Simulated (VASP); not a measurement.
Calculation: modified Becke-Johnson potential (mBJ), VASP's PBE PAW potentials (set 64) (plane waves; VASP 6.6.1).

The input files of a VASP run:

INCAR:
```
! general
SYSTEM =ZnS
PREC   =Accurate
ENCUT  =400
LREAL  =F   ! projection in real space or not
LASPH  =T

! electronic loop
EDIFF  =1E-6
NELM   =200
ALGO   =Normal   ! blocked Davidson
LMAXMIX=4   ! l cut-off of mixed one-centre charges
LMIXTAU=T

! smearing
ISMEAR =0   ! Gaussian
SIGMA  =0.05

! functional
METAGGA=MBJ

! ions
ISIF   =0

! output
LWAVE  =F
LCHARG =F
```

**KPOINTS**
```
Automatic
0
G
 6 6 4
0 0 0
```

### KPOINTS_OPT
```
k-points along high-symmetry lines
7
Line-mode
Reciprocal
  0.000000   0.000000   0.000000 ! GAMMA
  0.500000   0.000000   0.000000 ! M

  0.500000   0.000000   0.000000 ! M
  0.333333   0.333333   0.000000 ! K

  0.333333   0.333333   0.000000 ! K
  0.000000   0.000000   0.000000 ! GAMMA

  0.000000   0.000000   0.000000 ! GAMMA
  0.000000   0.000000   0.500000 ! A

  0.000000   0.000000   0.500000 ! A
  0.500000   0.000000   0.500000 ! L

  0.500000   0.000000   0.500000 ! L
  0.333333   0.333333   0.500000 ! H

  0.333333   0.333333   0.500000 ! H
  0.000000   0.000000   0.500000 ! A

  0.500000   0.000000   0.500000 ! L
  0.500000   0.000000   0.000000 ! M

  0.333333   0.333333   0.500000 ! H
  0.333333   0.333333   0.000000 ! K
```

POSCAR:
```
ZnS
1
    3.8438645047     0.0000000000     0.0000000000
   -1.9219322523     3.3288838136     0.0000000000
    0.0000000000     0.0000000000     6.3016214635
Zn S
2 2
Direct
  0.3333330000   0.6666670000   0.0002090553
  0.6666670000   0.3333330000   0.5002090553
  0.3333330000   0.6666670000   0.3747909447
  0.6666670000   0.3333330000   0.8747909447
```

POTCAR, in this order: Zn S (PBE.64 set). Program: vasp_std. Read from the step before: WAVECAR.

The resulting files:

**OUTCAR**
```
 ion  position               nearest neighbor table
   1  0.333  0.667  0.000-   4 2.36   4 2.36   4 2.36   3 2.36
   2  0.667  0.333  0.500-   3 2.36   3 2.36   3 2.36   4 2.36
   3  0.333  0.667  0.375-   2 2.36   2 2.36   2 2.36   1 2.36
   4  0.667  0.333  0.875-   1 2.36   1 2.36   1 2.36   2 2.36
  LATTYP: Found a hexagonal cell.
 ALAT       =     3.8438645047
 C/A-ratio  =     1.6393973970
 Subroutine PRICEL returns:
 Original cell was already a primitive cell.
 Subroutine GETGRP returns: Found 12 space group operations
The static configuration has the point symmetry C_3v.
 The point group associated with its full space group is C_6v.
The dynamic configuration has the point symmetry C_3v.
 Subroutine INISYM returns: Found 12 space group operations
 Subroutine IBZKPT returns following result:
 Found     21 irreducible k-points:

 Following reciprocal coordinates:
            Coordinates               Weight
  0.000000  0.000000  0.000000      1.000000
  0.166667  0.000000  0.000000      6.000000
  0.333333  0.000000  0.000000      6.000000
  0.500000  0.000000  0.000000      3.000000
  0.166667  0.166667  0.000000      6.000000
  0.333333  0.166667  0.000000     12.000000
  0.333333  0.333333  0.000000      2.000000
  0.000000  0.000000  0.250000      2.000000
  0.166667  0.000000  0.250000     12.000000
  0.333333  0.000000  0.250000     12.000000
  0.500000  0.000000  0.250000      6.000000
  0.166667  0.166667  0.250000     12.000000
  0.333333  0.166667  0.250000     24.000000
  0.333333  0.333333  0.250000      4.000000
  0.000000  0.000000  0.500000      1.000000
  0.166667  0.000000  0.500000      6.000000
  0.333333  0.000000  0.500000      6.000000
  0.500000  0.000000  0.500000      3.000000
  0.166667  0.166667  0.500000      6.000000
  0.333333  0.166667  0.500000     12.000000
...
```

**OSZICAR**
```
       N       E                     dE             d eps       ncg     rms          rms(c)
DAV:   1     0.259864664909E+03    0.25986E+03   -0.29520E+00  1178   0.309E+01    0.767E+00
DAV:   2     0.259202767817E+03   -0.66190E+00   -0.53413E+00  1020   0.223E+01    0.261E+01
DAV:   3     0.258604586061E+03   -0.59818E+00   -0.69558E-01   996   0.707E+00    0.307E+01
DAV:   4     0.258895373393E+03    0.29079E+00   -0.51351E-01   948   0.412E+00    0.218E+01
DAV:   5     0.260991750065E+03    0.20964E+01   -0.80129E-01   924   0.526E+00    0.107E+01
DAV:   6     0.261389833813E+03    0.39808E+00   -0.49019E-02   966   0.174E+00    0.999E+00
DAV:   7     0.261195002630E+03   -0.19483E+00   -0.14545E-02   966   0.975E-01    0.118E+01
DAV:   8     0.262142821540E+03    0.94782E+00   -0.20716E-01   936   0.346E+00    0.479E+00
DAV:   9     0.262519544331E+03    0.37672E+00   -0.21100E-01   924   0.577E+00    0.936E-01
DAV:  10     0.262594937222E+03    0.75393E-01   -0.16577E-02   924   0.132E+00    0.134E+00
DAV:  11     0.262651436551E+03    0.56499E-01   -0.49290E-03  1116   0.461E-01    0.706E-01
DAV:  12     0.262693810726E+03    0.42374E-01   -0.13362E-03   948   0.247E-01    0.263E-01
DAV:  13     0.262763049676E+03    0.69239E-01   -0.15717E-03   996   0.321E-01    0.320E-01
DAV:  14     0.262794162245E+03    0.31113E-01   -0.52496E-04   972   0.163E-01    0.248E-01
DAV:  15     0.262817630328E+03    0.23468E-01   -0.15013E-04  1124   0.155E-01    0.377E-02
DAV:  16     0.262812946950E+03   -0.46834E-02   -0.87500E-05   972   0.903E-02    0.936E-03
DAV:  17     0.262815059275E+03    0.21123E-02   -0.54828E-06  1086   0.177E-02    0.489E-02
DAV:  18     0.262811858757E+03   -0.32005E-02   -0.58934E-06   896   0.159E-02    0.617E-03
DAV:  19     0.262813392569E+03    0.15338E-02   -0.94068E-06   996   0.235E-02    0.418E-03
DAV:  20     0.262811603099E+03   -0.17895E-02   -0.10061E-06   720   0.121E-02    0.113E-02
DAV:  21     0.262812265523E+03    0.66242E-03   -0.22921E-07   582   0.609E-03    0.199E-03
DAV:  22     0.262812698188E+03    0.43267E-03   -0.62151E-08   528   0.220E-03    0.430E-03
DAV:  23     0.262813189506E+03    0.49132E-03   -0.15899E-07   552   0.393E-03    0.228E-03
DAV:  24     0.262813069345E+03   -0.12016E-03   -0.56424E-08   534   0.224E-03    0.225E-03
DAV:  25     0.262812982956E+03   -0.86390E-04   -0.15564E-08   552   0.622E-04    0.344E-03
DAV:  26     0.262813141645E+03    0.15869E-03   -0.43977E-09   540   0.487E-04    0.195E-03
DAV:  27     0.262813175822E+03    0.34177E-04   -0.16445E-09   540   0.380E-04    0.164E-03
DAV:  28     0.262813256896E+03    0.81073E-04   -0.10108E-09   546   0.365E-04    0.669E-04
DAV:  29     0.262813281841E+03    0.24946E-04   -0.48238E-10   546   0.179E-04    0.427E-04
DAV:  30     0.262813302061E+03    0.20219E-04   -0.14403E-10   534   0.152E-04    0.347E-04
DAV:  31     0.262813322844E+03    0.20783E-04   -0.77017E-11   546   0.774E-05    0.962E-05
DAV:  32     0.262813328380E+03    0.55361E-05   -0.29477E-11   528   0.528E-05    0.613E-05
DAV:  33     0.262813330681E+03    0.23013E-05   -0.26724E-12   552   0.273E-05    0.266E-05
DAV:  34     0.262813329897E+03   -0.78425E-06    0.24016E-13   546   0.167E-05
   1 F= 0.26281333E+03 E0= 0.26281333E+03  d E =-.112385E-12
       N       E                     dE             ncg
       N       E                     dE             ncg
       N       E                     dE             ncg
```

### OUTCAR
```
------------------------ aborting loop because EDIFF is reached ----------------------------------------
  volume of cell :       80.63
      direct lattice vectors                 reciprocal lattice vectors
     3.843864505  0.000000000  0.000000000     0.260154852  0.150200496  0.000000000
    -1.921932252  3.328883814  0.000000000     0.000000000  0.300400992  0.000000000
     0.000000000  0.000000000  6.301621464     0.000000000  0.000000000  0.158689316
  FREE ENERGIE OF THE ION-ELECTRON SYSTEM (eV)
  ---------------------------------------------------
  free  energy   TOTEN  =       262.8133298968 eV

  energy  without entropy=      262.8133298968  energy(sigma->0) =      262.81332990

     CMBJ =    1.0000

     CMBJA=   -0.0120

     CMBJB=    1.0230

     CMBJE=    0.5000

    CMBJ =    1.2876
```
(Selected blocks of OUTCAR.)

OUTCAR:
```
 val. band max:        2.1506167734   @ k =   0.0000   0.0000   0.0000

 cond. band min:       5.8436216483   @ k =   0.0000   0.0000   0.0000


 Fermi energy:         2.3848917658

 k-point     1 :       0.0000    0.0000    0.0000
  band No.  band energies     occupation
      1     -10.7479      2.00000
      2      -9.9687      2.00000
      3      -3.6262      2.00000
      4      -3.6153      2.00000
      5      -3.6152      2.00000
      6      -3.5274      2.00000
      7      -3.5272      2.00000
      8      -3.0727      2.00000
      9      -3.0726      2.00000
     10      -3.0126      2.00000
     11      -3.0124      2.00000
     12      -2.9001      2.00000
     13      -2.5010      2.00000
     14       1.3847      2.00000
     15       1.3849      2.00000
     16       2.0874      2.00000
     17       2.1504      2.00000
     18       2.1506      2.00000
     19       5.8436      0.00000
     20       6.6476      0.00000
     21       9.6671      0.00000
     22       9.6694      0.00000

 k-point     2 :       0.1667    0.0000    0.0000
  band No.  band energies     occupation
      1     -10.5920      2.00000
      2      -9.8860      2.00000
      3      -3.6124      2.00000
      4      -3.5882      2.00000
      5      -3.5815      2.00000
      6      -3.4974      2.00000
      7      -3.4788      2.00000
      8      -3.0953      2.00000
      9      -3.0731      2.00000
     10      -3.0691      2.00000
     11      -3.0037      2.00000
     12      -2.8694      2.00000
     13      -2.2500      2.00000
     14       0.4041      2.00000
     15       1.0511      2.00000
     16       1.1371      2.00000
     17       1.8834      2.00000
     18       1.9597      2.00000
     19       6.7692      0.00000
     20       7.4672      0.00000
     21       9.1556      0.00000
     22      10.1184      0.00000

 k-point     3 :       0.3333    0.0000    0.0000
  band No.  band energies     occupation
      1     -10.2250      2.00000
...
```

mBJ is a potential without an energy functional, so only the levels count.

The structure comes from a computed database's ZnS entry (P6_3mc); how it stands against other phases isn't given here. It was relaxed first. The cell's shape comes from a PBE relaxation.
